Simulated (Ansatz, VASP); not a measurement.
# BaZrO3: VASP beside Ansatz, part 3 of 3

Aim: how closely do two programs agree when they are given the same cell, functional and k mesh? The cell is taken from a series of runs on this material, whose earlier steps may have relaxed, scaled, displaced or heated it; both programs get it as it stands.

VASP 6.6.1 and Ansatz 0.2.0.

So far: The starting structure; VASP: zone-centre phonons, PBE.

## Step 3: Ansatz: zone-centre phonons, PBE

Level of this step: Ansatz beside VASP: Kohn-Sham DFT, plane waves, PBE (Ansatz).

Ansatz runs on its PAW soft_1 files.

The same cell, functional and mesh now go to Ansatz, which takes its cutoff from its data sets.

The input, input.yaml:

```yaml
crystal:
  lattice:
    - [4.1700742322, 0.0, 0.0]
    - [0.0, 4.1700742322, 0.0]
    - [0.0, 0.0, 4.1700742322]
  atoms:
    - { symbol: O, position: [0.0, 0.5, 0.5] }
    - { symbol: O, position: [0.5, 0.0, 0.5] }
    - { symbol: O, position: [0.5, 0.5, 0.0] }
    - { symbol: Zr, position: [0.5, 0.5, 0.5] }
    - { symbol: Ba, position: [0.0, 0.0, 0.0] }
kpoints:
  mp_grid: { grid: [8, 8, 8] }
hamiltonian:
  xc: pbe
  pseudopotentials: { kind: paw, azcp: { folder: soft_1 } }
scf:
  occupations: { method: fixed }
output:
  eigenvalues: true
phonons:
  method: dfpt
  dielectric: true
  rigid_motions: translations
```

Command:

```bash
$ ansatz run input.yaml --threads 4 --pin off --max-ram 16384MiB --backend cpu --events-out ev --progress --plain --runs-dir out
```

Numbers of over 12 decimals in the logs are rounded to 6 here.

The program printed:

```text
Engine: ansatz 0.2.0, aarch64-unknown-linux-gnu
Pseudopotentials: kind: paw
Pseudopotential: O, paw, valence charge 6, recommended cutoff 420 eV (normal), soft_1/O.paw.azcp
Pseudopotential: Zr, paw, valence charge 12, recommended cutoff 420 eV (normal), soft_1/Zr.paw.azcp
Pseudopotential: Ba, paw, valence charge 10, recommended cutoff 420 eV (normal), soft_1/Ba.paw.azcp
Functional definition: PBE
  parameter kappa = 0.804
  parameter beta = 0.066725
  exchange = pbe_x(kappa = kappa, mu = beta*pi^2/3)
  correlation = pbe_c(beta = beta)
Crystal: 5 atoms, lattice volume = 72.516 Å³
Basis set: ecut = 420 eV, 1365 PW (Γ), exchange–correlation on 60×60×60 points (8 copies of the dense FFT grid, shifted against one another)
Bands: 25, of which v1, the nominal top of the filled ones, is band 20 counted from 1 (19 counted from 0)
Symmetry: 48 space group operations
k-points: 170 of 512 (irreducible under 2 space group operations, time reversal used)
Non-local potential: O, projectors of the file, l = 0: 2, l = 1: 2, l = 2: 1
Non-local potential: Zr, projectors of the file, l = 0: 3, l = 1: 2, l = 2: 2, l = 3: 1
Non-local potential: Ba, projectors of the file, l = 0: 3, l = 1: 2, l = 2: 2, l = 3: 2
PAW form: soft (Blöchl's): semilocal exchange-correlation on the pseudo side does not see the compensation charge
PAW one-centre angular grid: O, 110 points (default); XC on 64 Gauss nodes
PAW one-centre angular grid: Zr, 590 points (default); XC on 64 Gauss nodes
PAW one-centre angular grid: Ba, 194 points (default); XC on 64 Gauss nodes
Initial density: superposition of atomic densities (chi_scale 0.1, normalization cell, long waves kept (reshape's long-wave potential 0.00 eV rms))
Initial wavefunctions: pseudopotential atomic-orbital guess
Functional: x = pbe(κ = 0.804, μ = 0.219515), c = pbe(β = 0.066725)
SCF iter   1: F=—  HF=-11844.859168 eV  |F-HF|=—  |Δ(HF+E_count)|=         —  Δρ=4.90e-2  dr2=1.22e0  ethr=3.10e-3  ⟨swp⟩=5.0  Hψ=18319  notcnv=0  defer=352
preconditioner: auto → Resta (q_TF=auto, 2.471 Å⁻¹)  ε∞=3.8  [insulator: Δε(μ)=2.912 eV  Ē_g=16.163 eV  n_scr=18 (ndim 8)  ℏωp=26.9 eV  f_vac=0.000  ε∞_Penn≈3.8]
SCF iter   2: F=—  HF=-11844.797757 eV  |F-HF|=—  |Δ(HF+E_count)|=   6.14e-2  Δρ=2.33e-2  dr2=3.81e-1  ethr=3.04e-3  ⟨swp⟩=2.6  Hψ=7568  notcnv=0  defer=318
SCF iter   3: F=—  HF=-11844.824164 eV  |F-HF|=—  |Δ(HF+E_count)|=   2.64e-2  Δρ=1.36e-2  dr2=9.09e-2  ethr=9.54e-4  ⟨swp⟩=2.5  Hψ=7060  notcnv=0  defer=421
SCF iter   4: F=—  HF=-11844.828816 eV  |F-HF|=—  |Δ(HF+E_count)|=   4.65e-3  Δρ=2.25e-3  dr2=2.12e-3  ethr=2.27e-4  ⟨swp⟩=2.2  Hψ=7201  notcnv=0  defer=463
SCF iter   5: F=—  HF=-11844.831895 eV  |F-HF|=—  |Δ(HF+E_count)|=   3.08e-3  Δρ=2.75e-4  dr2=4.91e-5  ethr=5.31e-6  ⟨swp⟩=2.0  Hψ=6605  notcnv=0  defer=491
SCF iter   6: F=—  HF=-11844.831978 eV  |F-HF|=—  |Δ(HF+E_count)|=   8.23e-5  Δρ=5.53e-5  dr2=2.49e-6  ethr=1.23e-7  ⟨swp⟩=2.0  Hψ=7454  notcnv=0  defer=453
SCF iter   7: F=—  HF=-11844.831982 eV  |F-HF|=—  |Δ(HF+E_count)|=   4.52e-6  Δρ=1.48e-5  dr2=1.48e-7  ethr=6.24e-9  ⟨swp⟩=2.0  Hψ=6710  notcnv=0  defer=298
SCF iter   8: F=—  HF=-11844.831982 eV  |F-HF|=—  |Δ(HF+E_count)|=   1.05e-7  Δρ=2.12e-6  dr2=2.33e-9  ethr=3.70e-10  ⟨swp⟩=2.4  Hψ=6775  notcnv=0  defer=302
SCF iter   9: F=-11844.831982 eV  HF=-11844.831982 eV  |F-HF|=2.36e-11  |Δ(HF+E_count)|=   3.11e-9  Δρ=4.51e-7  dr2=9.04e-11  ethr=1.00e-12  ⟨swp⟩=11.4  Hψ=32480  notcnv=0
SCF 1 converged in 9 iterations: F = -11844.831982 eV  dr2 = 9.04e-11
  greatest PAW one-centre occupation: 0.998 electrons in one spin orbital (limit 2), on the Zr atom at site 3 (counted from 0), in its partial waves of l = 0
DFPT response loops at Γ: preconditioner auto → none (the input reference at scf.mixing.eps_inf says where Resta's filter doesn't serve); β = 0.50; Broyden in place of MSR1
SCF converged after 9 iterations
Free energy (F): -11844.831982 eV
Harris-Foulkes:  -11844.831982 eV  (|F-HF|=2.36e-11)
Internal energy: -11844.831982 eV  (E = F + TS)
E sigma→0 (E₀):  -11844.831982 eV
Fermi energy:    10.011722 eV
--- Per-component energies (eV) ---
  E_band       = -82.871615
  E_kinetic    = 987.696236
  E_local      = -1920.074940  (includes V_loc(G=0)·N_el)
  E_nonlocal   = 322.174288
  E_hartree    = 691.902841
  E_xc         = -572.454047
  E_vxc        = -591.234230  (∫ρ·V_xc dr)
  E_paw        = -8646.564475  (= ΣΔE_a)
  E_vpaw       = -265.240884  (= ΣTr[D̂ρ^β])
  E_aug_tail   = 0.002327  (compensation charges beyond the density's cutoff)
  E_ewald      = -2707.514212
  E_smearing   = -0.000000  (= −TS)
  E_closure    = -0.000000  (closes the sum)
  Σ components = -11844.831982   (vs F -11844.831982, Δ=0.00e0)
--- Band table (eV; the first three rows and the last of 170) ---
  k-point 0: bands = [... 16 lower, 8.9924, 9.8396, 9.8396, 9.8396, 13.2940, 13.2940, 13.2940, 14.7863, ... 1 higher]
  k-point 1: bands = [... 16 lower, 8.8815, 9.4144, 9.7858, 9.7858, 13.3423, 13.6544, 13.6544, 15.0336, ... 1 higher]
  k-point 2: bands = [... 16 lower, 8.6383, 8.7616, 9.6954, 9.6954, 13.4675, 14.5047, 14.5047, 15.6408, ... 1 higher]
  k-point 169: bands = [... 16 lower, 7.5165, 10.0117, 10.0117, 10.0117, 16.1476, 16.1476, 16.1476, 17.1464, ... 1 higher]
--- Phonons (Γ-DFPT): 4 representative perturbations + reference, on 170 of 512 k-points (Σ response iterations 12) ---
  k mesh reduced under 2 symmetry operations, with k and −k counted as one. Each operation leaves every solved perturbation unchanged. A smaller set is not considered because the run solves the response to a homogeneous field
  ASR residual: 3.937e-4 → 0.000e0 eV/Å²; symmetrization residual: 4.193e-6 eV/Å²
  ASR residual per site (eV/Å²): 3.94e-4 3.94e-4 3.94e-4 3.51e-4 2.55e-5
  Γ frequencies (cm⁻¹): 0.00 0.00 0.00 105.32 105.32 105.32 178.94 178.94 178.94 190.67 190.67 190.67 521.68 521.68 521.68
  ε∞ (high-frequency dielectric tensor):
        4.861254    -0.000000     0.000000
       -0.000000     4.861254     0.000000
       -0.000000     0.000000     4.861254
  ε⁰ (static dielectric tensor: ions relaxed, cell fixed):
       57.678411     0.000000    -0.000000
        0.000000    57.678411    -0.000000
       -0.000000    -0.000000    57.678411
  ε⁰ − ε∞ (ionic part):
       52.817158     0.000000    -0.000000
        0.000000    52.817158    -0.000000
       -0.000000    -0.000000    52.817158
  softest optical mode at Γ: 105.32 cm⁻¹; the repairs (sum rule, projections) moved no ω² at Γ by more than (2.79 cm⁻¹)²
  Born effective charges Z* (e; rows j = field, columns β = displacement):
    site 0:
        -4.82651   -0.00000    0.00000
        -0.00000   -2.02384    0.00000
         0.00000    0.00000   -2.02384
    site 1:
        -2.02384    0.00000   -0.00000
         0.00000   -4.82651   -0.00000
         0.00000    0.00000   -2.02384
    site 2:
        -2.02384   -0.00000    0.00000
         0.00000   -2.02384    0.00000
         0.00000    0.00000   -4.82651
    site 3:
         6.11212    0.00000    0.00000
        -0.00000    6.11212    0.00000
         0.00000   -0.00000    6.11212
    site 4:
         2.76207   -0.00000    0.00000
         0.00000    2.76207    0.00000
         0.00000    0.00000    2.76207
  Z* charge neutrality: 1.321e-5 e pre-enforcement
  k-mesh period / interband length: 33.4 Å / 1.56 Å = 21.38 at k = (0.0000, 0.0000, 0.0000), direct gap 3.454 eV — 14 or more, which is no proof of convergence
  optical modes at Γ without the LO–TO term, one row a degenerate level:
      ω (cm⁻¹)  modes    IR ((D/Å)²/amu)
[...]
optical modes at Γ + LO–TO along q̂ = [1.0000, 0.0000, 0.0000]:
      ω (cm⁻¹)  modes    IR ((D/Å)²/amu)
[...]
optical modes at Γ + LO–TO along q̂ = [0.0000, 1.0000, 0.0000]:
      ω (cm⁻¹)  modes    IR ((D/Å)²/amu)
[...]
710.42      1            49.5534
  optical modes at Γ + LO–TO along q̂ = [0.0000, 0.0000, 1.0000]:
      ω (cm⁻¹)  modes    IR ((D/Å)²/amu)
        105.32      2            24.4656
        137.99      1             0.1018
        178.94      3             0.0000
        190.67      2            44.6119
        368.10      1             6.4793
        521.68      2            43.1915
        710.42      1            49.5534
```

Reading the cycles: dr2 is the Hartree energy of the density residual (eV), the measure of convergence; HF is the Harris–Foulkes estimate of the energy, which meets the free energy F at convergence.

## Step 4: Comparison

Known differences besides the potentials themselves: fixed occupations in Ansatz, narrow Gaussian smearing in VASP; the cutoff is 420 eV in Ansatz and 600 eV in VASP. Total energies have different zeros and are not compared.

Compared:

| quantity | Ansatz | VASP | difference |
| --- | --- | --- | --- |
| ε∞ xx | 4.86 | 4.87 | -0.17 % |
| ε∞ yy | 4.86 | 4.87 | -0.17 % |
| ε∞ zz | 4.86 | 4.87 | -0.17 % |
| Born charge of O1 (mean of the diagonal) (e) | -2.96 | -2.96 | 0.00 |
| Born charge of Zr4 (mean of the diagonal) (e) | 6.11 | 6.12 | -0.01 |
| Born charge of Ba5 (mean of the diagonal) (e) | 2.76 | 2.75 | +0.02 |
| optical mode 1 to 3 (cm⁻¹) | 105.3 | 118.4 | -11.04 % |
| optical mode 4 to 6 (cm⁻¹) | 178.9 | 187.4 | -4.53 % |
| optical mode 7 to 9 (cm⁻¹) | 190.7 | 195.1 | -2.25 % |
| optical mode 10 to 12 (cm⁻¹) | 521.7 | 527.6 | -1.12 % |

Modes are paired by rising frequency, not by their patterns, so a pair may set unlike modes beside each other; they are those without the splitting of longitudinal modes.

## Step 5: Outcome

| Item | Value |
| --- | --- |
| r.m.s. difference of the optical zone-centre modes, each program's sorted by frequency (zone-centre phonons, PBE) | 8.6 cm⁻¹ |
| difference in optical mode 1 to 3 (zone-centre phonons, PBE) | -11.0 % |

**Reading.** The r.m.s. difference of the optical zone-centre modes, each program's sorted by frequency is 8.6 cm⁻¹ (zone-centre phonons, PBE). Among the rows given in per cent, the largest difference of the zone-centre phonons, PBE pair is in optical mode 1 to 3, -11.0 %. What causes the difference of the zone-centre phonons, PBE pair stays open here. Such differences can come from data sets, numerical settings and the points named under the comparisons, not from the functional's error against experiment.

[Lines on the potential files, build, host, timing and source positions are cut from VASP's logs without a mark.]

[Logs are printed without paths, hosts, clocks, repeated set-up lines and the standing remarks that a program may print on its own settings, such as how far it seeks lower states.]

[Hosts, paths, dates, database ids (printed as entryN), source tags and the programs' standing remarks are cut or masked in the printed files.]
